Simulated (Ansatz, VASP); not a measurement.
# Pt in two plane-wave programs

One calculation is typed for both programs; each brings its own data sets. How far apart do they land? The cell is taken from a series of runs on this material, whose earlier steps may have relaxed, scaled, displaced or heated it; both programs get it as it stands.

Main program and level: Ansatz 0.2.0; plane waves, with VASP 6.6.1 beside it; relaxation of cell and atoms at PBE with D4.

## 1. Starting point

It takes space group Fm-3m (No. 225, cubic). The conventional cell has a = 3.922 Å, b = 3.922 Å, c = 3.922 Å, α = 90.00°, β = 90.00°, γ = 90.00°. Nearest to Pt lie 12 Pt at 2.77 Å.

## 2. VASP: relaxation of cell and atoms, PBE with D4

The relaxed volume is the usual yardstick between codes: in a stiff, nearly cubic crystal its relative difference is about their pressure difference at one cell divided by the bulk modulus.

Lines of VASP's logs that name or quote its potential files are left out, and so is its time.

Input file INCAR:

```
SYSTEM = Pt
PREC = Accurate
ENCUT = 500
EDIFF = 1E-07
NELM = 120
ISMEAR = -1
SIGMA = 0.1
LREAL = .FALSE.
ALGO = Normal
GGA = PE
IVDW = 13
NBANDS = 11
LASPH = .TRUE.
LORBIT = 11
LWAVE = .FALSE.
LCHARG = .FALSE.
ISIF = 3
IBRION = 2
NSW = 80
EDIFFG = -0.005
GGA_COMPAT = .FALSE.
NELMIN = 4
```

Input file POSCAR:

```
Pt
1.0
    0.0000000000      1.9609000000      1.9609000000
    1.9609000000      0.0000000000      1.9609000000
    1.9609000000      1.9609000000      0.0000000000
Pt
1
Direct
    0.0000000000      0.0000000000      0.0000000000
```

Input file KPOINTS:

```
Automatic mesh
0
Gamma
18 18 18
0 0 0
```

PAW data sets: Pt (PBE family, release 64).

On the command line:

```sh
$ mpirun -np 1 vasp_std
```

Numbers of over 12 decimals in the logs are rounded to 6 here.

The log of the run:

```text
[banner, memory and clock lines left out]
running    1 mpi-ranks, on    1 nodes
 distrk:  each k-point on    1 cores,    1 groups
 distr:  one band on    1 cores,    1 groups

 POSCAR found type information on POSCAR Pt
 POSCAR found :  1 types and       1 ions
 LDA part: xc-table for (Slater+PW92), standard interpolation
 POSCAR, INCAR and KPOINTS ok, starting setup
 FFT: planning ... GRIDC
 FFT: planning ... GRID_SOFT
 FFT: planning ... GRID
 WAVECAR not read
 entering main loop
       N       E                     dE             d eps       ncg     rms          rms(c)
DAV:   1     0.387920578868E+02    0.38792E+02   -0.52052E+03  4354   0.815E+02
DAV:   2    -0.585944562055E+01   -0.44652E+02   -0.42823E+02  4928   0.174E+02
DAV:   3    -0.648463255224E+01   -0.62519E+00   -0.62032E+00  5025   0.195E+01
DAV:   4    -0.648707047932E+01   -0.24379E-02   -0.24377E-02  4961   0.144E+00
DAV:   5    -0.648708962147E+01   -0.19142E-04   -0.19142E-04  5024   0.118E-01    0.130E+01
DAV:   6    -0.615296198764E+01    0.33413E+00   -0.75194E-01  4611   0.692E+00    0.689E+00
DAV:   7    -0.611383135996E+01    0.39131E-01   -0.14429E-01  4968   0.296E+00    0.254E+00
DAV:   8    -0.611048006839E+01    0.33513E-02   -0.63225E-03  4665   0.688E-01    0.558E-01
DAV:   9    -0.611028286503E+01    0.19720E-03   -0.16035E-04  4833   0.112E-01    0.435E-02
DAV:  10    -0.611028640890E+01   -0.35439E-05   -0.43101E-06  5537   0.158E-02    0.446E-03
DAV:  11    -0.611028628696E+01    0.12194E-06   -0.32813E-08  3977   0.168E-03    0.110E-03
DAV:  12    -0.611028631045E+01   -0.23485E-07   -0.32461E-09  2562   0.367E-04
   1 F= -.68827702E+01 E0= -.68544502E+01  d E =-.688277E+01
 curvature:   0.00 expect dE= 0.000E+00 dE for cont linesearch  0.000E+00
 trial: gam= 0.00000 g(F)=  0.117E-62 g(S)=  0.720E-02 ort = 0.000E+00 (trialstep = 0.100E+01)
 search vector abs. value=  0.720E-02
 bond charge predicted
       N       E                     dE             d eps       ncg     rms          rms(c)
DAV:   1    -0.621704663605E+01   -0.10676E+00   -0.18409E+00  4446   0.126E+01    0.193E+00
DAV:   2    -0.613057699131E+01    0.86470E-01   -0.24752E-01  4413   0.371E+00    0.886E-01
DAV:   3    -0.612636738369E+01    0.42096E-02   -0.19525E-02  4919   0.994E-01    0.520E-01
DAV:   4    -0.612664879811E+01   -0.28141E-03   -0.74422E-04  4746   0.175E-01    0.556E-02
DAV:   5    -0.612666840850E+01   -0.19610E-04   -0.14915E-05  5659   0.250E-02    0.104E-02
DAV:   6    -0.612667183762E+01   -0.34291E-05   -0.15078E-06  4830   0.750E-03    0.108E-03
DAV:   7    -0.612667190551E+01   -0.67889E-07   -0.20154E-08  4000   0.116E-03
   2 F= -.68766398E+01 E0= -.68471396E+01  d E =0.613042E-02
 trial-energy change:    0.006130  1 .order    0.005887   -0.007195    0.018970
 step:   0.2642(harm=  0.2750)  dis= 0.00000  next Energy=    -6.883716 (dE=-0.946E-03)
 bond charge predicted
       N       E                     dE             d eps       ncg     rms          rms(c)
DAV:   1    -0.616546766922E+01   -0.38796E-01   -0.99005E-01  4443   0.926E+00    0.152E+00
DAV:   2    -0.611975435144E+01    0.45713E-01   -0.11988E-01  4410   0.264E+00    0.550E-01
DAV:   3    -0.611705439410E+01    0.27000E-02   -0.12634E-02  4905   0.806E-01    0.302E-01
DAV:   4    -0.611725459375E+01   -0.20020E-03   -0.58915E-04  4736   0.168E-01    0.431E-02
DAV:   5    -0.611724428448E+01    0.10309E-04   -0.15134E-05  4734   0.351E-02    0.538E-03
DAV:   6    -0.611724624743E+01   -0.19629E-05   -0.74228E-07  5531   0.583E-03    0.748E-04
DAV:   7    -0.611724625694E+01   -0.95117E-08   -0.14490E-08  3018   0.854E-04
   3 F= -.68837246E+01 E0= -.68550929E+01  d E =-.954411E-03
 curvature:  -0.14 expect dE=-0.119E-07 dE for cont linesearch -0.119E-07
 trial: gam= 0.00000 g(F)=  0.190E-63 g(S)=  0.863E-07 ort =-0.249E-04 (trialstep = 0.853E+00)
 search vector abs. value=  0.864E-07
 reached required accuracy - stopping structural energy minimisation
```

Parts of OUTCAR (step 2):

```text
ion  position               nearest neighbor table
   1  0.000  0.000  0.000-

  LATTYP: Found a face centered cubic cell.
 ALAT       =     3.9218000000

 Subroutine GETGRP returns: Found 48 space group operations
 (whereof 48 operations were pure point group operations)

The static configuration has the point symmetry O_h .

 Found    195 irreducible k-points:

   k-points           NKPTS =    195   k-points in BZ     NKDIM =    195   number of bands    NBANDS=     11

   dimension x,y,z NGX =    20 NGY =   20 NGZ =   20
   dimension x,y,z NGXF=    40 NGYF=   40 NGZF=   40

   ENCUT  =  500.0 eV  36.75 Ry    6.06 a.u.   5.06  5.06  5.06*2*pi/ulx,y,z

   NELECT =      10.0000    total number of electrons

 k-points in reciprocal lattice and weights: Automatic mesh
   0.00000000  0.00000000  0.00000000       0.000
   0.05555556  0.00000000  0.00000000       0.001
   0.11111111  0.00000000  0.00000000       0.001
   0.16666667  0.00000000  0.00000000       0.001
   0.22222222  0.00000000  0.00000000       0.001
   0.27777778  0.00000000  0.00000000       0.001
   0.33333333  0.00000000  0.00000000       0.001
   0.38888889  0.00000000  0.00000000       0.001
   0.44444444  0.00000000  0.00000000       0.001
[...]
-0.27777778  0.44444444  0.22222222       0.004
  -0.27777778  0.50000000  0.22222222       0.002

 average (electrostatic) potential at core
       1 -63.0294

 E-fermi :  11.1111

 k-point     1 :       0.0000    0.0000    0.0000
  band No.  band energies     occupation
    ...
      2       7.3673      2.00000
      3       7.3673      2.00000
      4       7.3673      2.00000
      5       9.4914      2.00000
      6       9.4914      2.00000
      7      25.7679      0.00000
      8      30.6849      0.00000
      9      30.6849      0.00000
     10      30.6849      0.00000
     11      35.9981      0.00000

 k-point     2 :       0.0556    0.0000    0.0000
  band No.  band energies     occupation
    ...
      2       7.3121      2.00000
      3       7.4165      2.00000
      4       7.4165      2.00000
      5       9.4637      2.00000
      6       9.4637      2.00000
      7      25.9599      0.00000
      8      30.0170      0.00000
      9      30.8739      0.00000
     10      30.8739      0.00000
     11      36.7329      0.00000

 k-point     3 :       0.1111    0.0000    0.0000
  band No.  band energies     occupation
    ...
      2       7.1702      2.00000
      3       7.5454      2.00000
      4       7.5454      2.00000
      5       9.4045      2.00000
      6       9.4045      2.00000
      7      26.4821      0.00000
      8      28.6156      0.00000
      9      31.4232      0.00000
     10      31.4232      0.00000
     11      37.5141      0.00000

  DFT-D4 for vdW energy calculation

  Edisp (eV):   -0.76648

  Total      -0.00077    -0.00077    -0.00077    -0.00000     0.00000    -0.00000
  in kB      -0.08134    -0.08134    -0.08134    -0.00000     0.00000    -0.00000
  external pressure =       -0.08 kB  Pullay stress =        0.00 kB

  energy-cutoff  :      500.00
  volume of cell :       15.21
      direct lattice vectors                 reciprocal lattice vectors
    -0.000000000  1.966471828  1.966471828    -0.254262478  0.254262478  0.254262478
     1.966471828  0.000000000  1.966471828     0.254262478 -0.254262478  0.254262478
     1.966471828  1.966471828  0.000000000     0.254262478  0.254262478 -0.254262478

 POSITION                                       TOTAL-FORCE (eV/Angst)
 -----------------------------------------------------------------------------------
      0.00000      0.00000      0.00000        -0.000000      0.000000      0.000000
 -----------------------------------------------------------------------------------
    total drift:                                0.000000     -0.000000      0.000000

  FREE ENERGIE OF THE ION-ELECTRON SYSTEM (eV)
  ---------------------------------------------------
  free  energy   TOTEN  =        -6.8837246002 eV

  energy  without entropy=       -6.8264612263  energy(sigma->0) =       -6.85509291

 reached required accuracy - stopping structural energy minimisation

 total charge
# of ion       s       p       d       tot
------------------------------------------
    1        0.635   0.604   8.037   9.276

[... 3 further parts left out ...]
```

Dispersion corrections of this kind ignore metallic screening and tend to overbind metals.

## 3. Ansatz: relaxation of cell and atoms, PBE with D4

Ansatz runs on its default PAW (the set named soft_2) files.

The same cell, functional, mesh and smearing now go to Ansatz, which takes its cutoff from its data sets.

Input file input.yaml:

```yaml
crystal:
  lattice:
    - [0.0, 1.9609, 1.9609]
    - [1.9609, 0.0, 1.9609]
    - [1.9609, 1.9609, 0.0]
  atoms:
    - { symbol: Pt, position: [0.0, 0.0, 0.0] }
kpoints:
  mp_grid: { grid: [18, 18, 18] }
scf:
  occupations: { method: fermi_dirac, width: 0.1 }
hamiltonian:
  xc: pbe
  pseudopotentials: { kind: paw }
  dispersion: d4
output:
  forces: true
  stress: true
  write_density: true
  write_potential: true
  elf: true
  volumetric_format: npy
relax:
  f_tol: 0.01
  max_steps: 60
  cell: {}
```

On the command line:

```sh
$ ansatz run input.yaml --threads 1 --pin off --max-ram 2048MiB --backend cpu --events-out ev --progress --plain --runs-dir out
```

The log of the run:

```text
Engine: ansatz 0.2.0, x86_64-unknown-linux-gnu
Pseudopotentials: kind: paw
Pseudopotential: Pt, paw, valence charge 18, recommended cutoff 420 eV (normal), Pt.paw.azcp
Functional definition: PBE
  parameter kappa = 0.804
  parameter beta = 0.066725
  exchange = pbe_x(kappa = kappa, mu = beta*pi^2/3)
  correlation = pbe_c(beta = beta)
Crystal: 1 atoms, lattice volume = 15.080 Å³
Basis set: ecut = 420 eV, 283 PW (Γ), exchange–correlation on 40×40×40 points (8 copies of the dense FFT grid, shifted against one another)
Bands: 13, of which v1, the nominal top of the filled ones, is band 9 counted from 1 (8 counted from 0)
Symmetry: 48 space group operations
Space group: Fm-3m (ITA 225), of the structure as read, at distance tolerance 2.5e-5 Å
k-points: 195 of 5832
Non-local potential: Pt, projectors of the file, l = 0: 3, l = 1: 2, l = 2: 2, l = 3: 1
PAW form: soft (Blöchl's): semilocal exchange-correlation on the pseudo side does not see the compensation charge
PAW one-centre angular grid: Pt, 590 points (default); XC on 64 Gauss nodes
Initial density: superposition of atomic densities (neutral atoms: chi_scale 0, normalization atom), corrected by the library's trained network
Initial wavefunctions: pseudopotential atomic-orbital guess
Functional: x = pbe(κ = 0.804, μ = 0.219515), c = pbe(β = 0.066725)
SCF iter   1: F=—  HF=-12523.797273 eV  |F-HF|=—  |Δ(HF+E_count)|=         —  Δρ=2.79e-3  dr2=1.68e-4  ethr=1.77e-3  ⟨swp⟩=5.0  Hψ=13983  notcnv=0
preconditioner: auto → none  [metal: Δε(μ)=0.013 eV  Ē_g=14.233 eV  σ=0.100 eV  W_gap=0.03  n_scr=8 (ndim 8)  ℏωp=30.2 eV  f_vac=0.000  D(μ)=1.80/eV (n_scr^D=26)  sad-step TF]
SCF iter   2: F=—  HF=-12523.797611 eV  |F-HF|=—  |Δ(HF+E_count)|=   3.38e-4  Δρ=1.58e-3  dr2=6.37e-5  ethr=9.35e-7  ⟨swp⟩=2.4  Hψ=5721  notcnv=0
SCF iter   3: F=—  HF=-12523.797804 eV  |F-HF|=—  |Δ(HF+E_count)|=   1.93e-4  Δρ=3.74e-4  dr2=2.09e-5  ethr=3.54e-7  ⟨swp⟩=2.0  Hψ=3547  notcnv=0
SCF iter   4: F=—  HF=-12523.797798 eV  |F-HF|=—  |Δ(HF+E_count)|=   6.25e-6  Δρ=1.08e-4  dr2=1.19e-6  ethr=1.16e-7  ⟨swp⟩=2.6  Hψ=3633  notcnv=0
iter 5 did not close the SCF: its close was put off for the readings that it lacked (scf_convergence_deferred on its scf_iter line)
SCF iter   5: F=-12523.797798 eV  HF=-12523.797798 eV  |F-HF|=2.01e-9  |Δ(HF+E_count)|=   8.15e-8  Δρ=2.64e-5  dr2=4.63e-8  ethr=6.59e-9  ⟨swp⟩=2.2  Hψ=3449  notcnv=0
SCF iter   6: F=-12523.797798 eV  HF=-12523.797798 eV  |F-HF|=1.29e-9  |Δ(HF+E_count)|=   1.65e-8  Δρ=4.22e-6  dr2=2.28e-9  ethr=2.57e-10  ⟨swp⟩=4.9  Hψ=13094  notcnv=0
SCF 1 converged in 6 iterations: F = -12523.797798 eV  dr2 = 2.28e-9
  greatest PAW one-centre occupation: 1.000 electrons in one spin orbital (limit 2), on the Pt atom at site 0 (counted from 0), in its partial waves of l = 0
relax step   1: F+E_penalty+E_count = -12523.79779801 eV  Δ(F+E_penalty+E_count) = +0.000e0 eV  max|allowed force component| = 0.000e0 eV/Å  Δτ_max = 0.0000 Å  P = +2.904 GPa  Ω = 15.080 Å³  (6 SCF iters, dr2 threshold 1.00e-7 eV, accepted)
[...]
relax step   2: F+E_penalty+E_count = -12523.79490531 eV  Δ(F+E_penalty+E_count) = +2.893e-3 eV  max|allowed force component| = 0.000e0 eV/Å  Δτ_max = 0.0000 Å  P = -4.655 GPa  Ω = 15.514 Å³  energy of the carried Pulay correction = -2.082e-4 eV  (4 SCF iters, dr2 threshold 1.00e-7 eV, rejected (line search))
[...]
relax step   3: F+E_penalty+E_count = -12523.79912818 eV  Δ(F+E_penalty+E_count) = -1.330e-3 eV  max|allowed force component| = 0.000e0 eV/Å  Δτ_max = 0.0000 Å  P = -0.113 GPa  Ω = 15.244 Å³  energy of the carried Pulay correction = -7.928e-5 eV  (6 SCF iters, accepted)
[...]
relax step   4: F+E_penalty+E_count = -12523.79913340 eV  Δ(F+E_penalty+E_count) = -5.228e-6 eV  max|allowed force component| = 0.000e0 eV/Å  Δτ_max = 0.0000 Å  P = -0.003 GPa  Ω = 15.237 Å³  energy of the carried Pulay correction = -7.629e-5 eV  (2 SCF iters, dr2 threshold 3.20e-8 eV, accepted)
[...]
relax step   5: F+E_penalty+E_count = -12523.79920688 eV  Δ(F+E_penalty+E_count) = -7.347e-5 eV  max|allowed force component| = 0.000e0 eV/Å  Δτ_max = 0.0000 Å  P = -0.007 GPa  Ω = 15.237 Å³  stress off target by 7.33e-3 GPa  SCF on the basis re-selected at this cell (its energy is not comparable with the rows above)  (5 SCF iters)
basis re-selected at this cell: Δ(F+E_penalty+E_count) = -7.347e-5 eV, ΔP = -0.005 GPa vs the last step (what re-selecting the basis moved, of the pressure what is left beyond the Pulay correction that the steps carried, after the strain that the cell walked since its last selection, with what the two solves' SCF thresholds leave and, on support functions, any second-order correction that the steps lacked; it is no measure of the basis error at this ecutwfc). This SCF's stress stands 7.33e-3 GPa from its target on what of the cell is left free (relax.cell.stress_tol is 5.00e-2 GPa) and its largest allowed force component is 0.00e0 eV/Å (relax.f_tol is 1.00e-2 eV/Å): [rest of the remark cut]
SCF converged after 5 iterations
Free energy (F): -12523.799207 eV
Harris-Foulkes:  -12523.799207 eV  (|F-HF|=3.64e-12)
Internal energy: -12523.741944 eV  (E = F + TS)
E sigma→0 (E₀):  -12523.770575 eV
Entropy (-TS):   -0.057263 eV (-57.263 meV/atom)
Fermi energy:    23.092292 eV
--- Per-component energies (eV) ---
  E_band       = -133.182787
  E_kinetic    = 637.996233
  E_local      = -1474.766446  (includes V_loc(G=0)·N_el)
  E_nonlocal   = 199.799893
  E_hartree    = 547.674117
  E_xc         = -261.999705
  E_vxc        = -303.144677  (∫ρ·V_xc dr)
  E_paw        = -9453.977470  (= ΣΔE_a)
  E_vpaw       = -288.416233  (= ΣTr[D̂ρ^β])
  E_aug_tail   = 0.000207  (compensation charges beyond the density's cutoff)
  E_ewald      = -2717.703660
  E_disp       = -0.765112  (pairwise vdW)
  E_smearing   = -0.057263  (= −TS)
  E_closure    = 0.000000  (closes the sum)
  Σ components = -12523.799207   (vs F -12523.799207, Δ=0.00e0)
--- Forces (eV/Å), atoms counted from 1 ---
  atom   1  Pt    -0.00000000     0.00000000     0.00000000
  max |Σ_I F_I| component: 2.77e-32 eV/Å
--- Stress (GPa, compression-positive) ---
       -0.007328      -0.000000      -0.000000
       -0.000000      -0.007328      -0.000000
       -0.000000      -0.000000      -0.007328
  P = ⅓ Tr σ = -0.0073 GPa (-0.073 kbar)
--- Band table (eV; the first three rows and the last of 195) ---
  k-point 0: bands = [... 5 lower, 19.3458, 19.3458, 19.3458, 21.4694, 21.4694, 37.7300, 42.6120, 42.6120]
  k-point 1: bands = [... 5 lower, 19.2908, 19.3951, 19.3951, 21.4418, 21.4418, 37.9196, 41.9460, 42.7979]
  k-point 2: bands = [... 5 lower, 19.1496, 19.5242, 19.5242, 21.3829, 21.3829, 38.4351, 40.5518, 43.3379]
  k-point 194: bands = [... 5 lower, 18.1727, 19.0561, 21.1902, 23.5726, 30.1726, 30.6032, 31.9737, 35.0339]
--- Relaxed structure (4 steps of the walk, 3 accepted, 1 SCFs on fresh bases) ---
  F+E_penalty+E_count = -12523.79920688 eV   max|allowed force component| = 0.000e0 eV/Å   (the final SCF, on the basis selected at the relaxed cell)
  cell:  # Å, volume = 15.2375 Å³
    - [0, 1.967710, 1.967710]
    - [1.967710, 0, 1.967710]
    - [1.967710, 1.967710, 0]
  atoms:
    - { symbol: Pt, position: [0.0, 0.0, 0.0] }
```

## 4. Side by side

Known differences besides the potentials themselves: the data sets hold 18 valence electrons in Ansatz (on its default PAW (the set named soft_2) files) and 10 in VASP; the cutoff is 420 eV in Ansatz and 500 eV in VASP; Ansatz adds a Pulay correction to the stress that steers its cell, VASP none. Total energies have different zeros and are not compared.

The two programs side by side:

```
                                         quantity  Ansatz   VASP  difference
                                      volume (Å³)   15.24  15.21     +0.19 %
edge a after relaxation, in the typed setting (Å)   2.783  2.781     +0.06 %
```

## 5. Outcome

```
difference in volume (relaxation of cell and atoms, PBE with D4) : 0.19 %
```

The difference in volume is 0.19 % (relaxation of cell and atoms, PBE with D4), within the 1.2 % picked in this series as the mark of a large difference, as far as the stopping tolerances let one tell. The data sets hold unlike numbers of valence electrons (18 in Ansatz and 10 in VASP), so part of the differences comes from the potentials. How closely two codes agree says nothing of how well the functional describes the real material.

[Lines on the potential files, build, host, timing and source positions are cut from VASP's logs without a mark.]

[Logs are printed without paths, hosts, clocks, repeated set-up lines and the standing remarks that a program may print on its own settings, such as how far it seeks lower states.]

[Hosts, paths, dates, database ids (printed as entryN), source tags and the programs' standing remarks are cut or masked in the printed files.]
